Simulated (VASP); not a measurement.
These are LDA (Ceperley-Alder, Perdew-Zunger), VASP's LDA PAW potentials (set 64) (plane waves; VASP 6.6.1) values and carry that method's errors. Each cell was relaxed at this level.

### Question
Which of these has an unstable (imaginary) mode at Γ?
A) Si, I4_1/amd (141)
B) GaN, P6_3mc (186)
C) RbCl, Fm-3m (225)
D) GeSe, Fm-3m (225)

### Answer
D, GeSe, Fm-3m (225). Its optical Γ-point modes are 67i (×3) cm⁻¹.
